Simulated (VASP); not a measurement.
**Hf: transverse stress against strain**

Hf (hcp, P6_3/mmc, 21.542 Å³/atom at rest, c along z) under an equal strain ε along x and y, with z held. PBEsol in VASP (plane waves, PAW), 480 eV, 18×18×10 Γ-centred mesh, Methfessel-Paxton smearing 0.10 eV; ions are relaxed within the symmetry of each cell. Stress is positive for a compressed cell.

Here s stands for strain and y for stress zz.

| strain (%) | stress zz (GPa) |
|---|---|
| -1.50 | 2.32 |
| -1.00 | 1.52 |
| -0.50 | 0.75 |
| 0.00 | 0.01 |
| 0.50 | -0.70 |
| 1.00 | -1.38 |
| 1.50 | -2.04 |
| 3.00 | ? |

Q: Using a straight line, estimate the missing y at s = 3.00 from the other rows, showing the fit.

A: Means: s 0, y 0.069. About the means, the sum of products is -10.165 and the sum of squares of s is 7.0000; the slope is their ratio. Least squares gives y = 0.069 - 1.4521·s. Residuals (row less fit): 0.073, -0.001, -0.045, -0.059, -0.043, 0.003, 0.069; standard error 0.059 (degrees of freedom: 5). The slope gives the elastic constant 2C13 = 145 ± 2 GPa. At the withheld row, y = 0.069 - 1.4521 × 3.0 = -4.287 GPa. The calculation gives -3.88 GPa, 0.407 GPa above the prediction (6.6 % of the range of y in the table). The row lies outside the fitted rows, so this is an extrapolation. From the scatter of the fitted rows alone, a prediction at this place has a standard error of 0.092 GPa, so the miss is 4.4 times that.

One order more, fitted to all 13 runs of the series, follows each within 0.02, so the miss is the next term of a smooth law. In a metal these values are sensitive to mesh and smearing; energies are taken to zero smearing, stresses follow the free energy. Rows are the converged runs of the series near zero and its far end; series whose fitted rows scatter by over a few per cent of the range, as at a crossing or softening among them, aren't shown in this form. Most that stay on the fit to the last digits aren't either.
